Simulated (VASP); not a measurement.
```xyz
32
Lattice="7.2630 0.0000 0.0000 0.0000 7.2630 0.0000 0.0000 0.0000 7.2630" Properties=species:S:1:pos:R:3 pbc="T T T"
Cu     3.6315     0.0000     0.0000
Cu     5.4473     1.8158     0.0000
Cu     5.4473     0.0000     1.8158
Cu     0.0000     0.0000     0.0000
Cu     1.8158     1.8158     0.0000
Cu     3.6315     3.6315     0.0000
Cu     5.4473     5.4473     0.0000
Cu     1.8158     0.0000     1.8158
Cu     3.6620     1.8631     1.7990
Cu     5.4451     3.5992     1.8562
Cu     3.6315     0.0000     3.6315
Cu     5.4569     1.7695     3.6642
Cu     5.4473     0.0000     5.4473
Cu     0.0000     3.6315     0.0000
Cu     1.8158     5.4473     0.0000
Cu     0.0000     1.8158     1.8158
Cu     1.8363     3.5851     1.8338
Cu     3.6234     5.4878     1.8605
Cu     0.0000     0.0000     3.6315
Cu     1.8245     1.7988     3.6290
Cu     5.4838     5.4308     3.6507
Cu     1.8158     0.0000     5.4473
Cu     3.6413     1.8600     5.4941
Cu     5.4815     3.6743     5.4557
Cu     0.0000     5.4473     1.8158
Cu     0.0000     3.6315     3.6315
Cu     1.8143     5.4295     3.5950
Cu     0.0000     1.8158     5.4473
Cu     1.7983     3.5918     5.4191
Cu     3.6481     5.4164     5.4092
Cu     0.0000     5.4473     5.4473
Al     3.6258     3.6546     3.6445
```

Computed with PBE GGA, VASP's PBE PAW potentials (set 64) (plane waves; VASP 6.6.1). Run with PREC = Normal, LREAL = Auto, ISYM = 0, EDIFF = 1E-5, 400 eV cut-off, 3×3×3 Γ-centred mesh, first-order Methfessel-Paxton smearing of 0.10 eV, potentials Cu Al.

**Question.** The ions are relaxed. Give the cell that the relaxation ends in.

**Answer.** 
```xyz
32
Lattice="7.2630 0.0000 0.0000 0.0000 7.2630 0.0000 0.0000 0.0000 7.2630" Properties=species:S:1:pos:R:3 pbc="T T T"
Cu     3.6362     7.2602     0.0030
Cu     5.4567     1.8103     0.0021
Cu     5.4567     7.2615     1.8121
Cu     0.0043     7.2612     0.0029
Cu     1.8133     1.8115     0.0029
Cu     3.6361     3.6307     0.0032
Cu     5.4565     5.4523     0.0031
Cu     1.8147     7.2609     1.8108
Cu     3.6352     1.8071     1.8118
Cu     5.4557     3.6318     1.8133
Cu     3.6356     7.2616     3.6352
Cu     5.4554     1.8095     3.6375
Cu     5.4566     7.2593     5.4590
Cu     0.0047     3.6282     0.0033
Cu     1.8148     5.4530     0.0040
Cu     0.0036     1.8064     1.8123
Cu     1.8161     3.6278     1.8144
Cu     3.6348     5.4513     1.8171
Cu     0.0045     7.2613     3.6342
Cu     1.8164     1.8100     3.6337
Cu     5.4575     5.4520     3.6346
Cu     1.8142     7.2620     5.4572
Cu     3.6361     1.8108     5.4582
Cu     5.4583     3.6338     5.4550
Cu     0.0050     5.4536     1.8129
Cu     0.0038     3.6282     3.6339
Cu     1.8138     5.4507     3.6323
Cu     0.0042     1.8042     5.4575
Cu     1.8137     3.6316     5.4560
Cu     3.6326     5.4493     5.4533
Cu     0.0043     5.4508     5.4558
Al     3.6365     3.6284     3.6351
```

**Question.** How much energy does the relaxation gain?

**Answer.** The energy (σ→0) changes by -3.6 meV/atom, in 9 ionic steps.

```json
[
 {"step": "1", "E(σ→0) (eV)": "-120.0230", "max force (eV/Å)": "0.453", "pressure (GPa)": "0.73", "volume (Å³)": "383.13"},
 {"step": "2", "E(σ→0) (eV)": "-120.0941", "max force (eV/Å)": "0.279", "pressure (GPa)": "0.74", "volume (Å³)": "383.13"},
 {"step": "3", "E(σ→0) (eV)": "-120.1224", "max force (eV/Å)": "0.158", "pressure (GPa)": "0.68", "volume (Å³)": "383.13"},
 {"step": "4", "E(σ→0) (eV)": "-120.1231", "max force (eV/Å)": "0.136", "pressure (GPa)": "0.67", "volume (Å³)": "383.13"},
 {"step": "5", "E(σ→0) (eV)": "-120.1329", "max force (eV/Å)": "0.098", "pressure (GPa)": "0.65", "volume (Å³)": "383.13"},
 {"step": "6", "E(σ→0) (eV)": "-120.1357", "max force (eV/Å)": "0.081", "pressure (GPa)": "0.63", "volume (Å³)": "383.13"},
 {"step": "7", "E(σ→0) (eV)": "-120.1360", "max force (eV/Å)": "0.072", "pressure (GPa)": "0.70", "volume (Å³)": "383.13"},
 {"step": "8", "E(σ→0) (eV)": "-120.1386", "max force (eV/Å)": "0.041", "pressure (GPa)": "0.67", "volume (Å³)": "383.13"},
 {"step": "9", "E(σ→0) (eV)": "-120.1396", "max force (eV/Å)": "0.029", "pressure (GPa)": "0.68", "volume (Å³)": "383.13"}
]
```

The cell is a supercell with a defect, built from Cu (fcc): Al_Cu. The run is not spin-polarised, so no state with unpaired spins was tried.
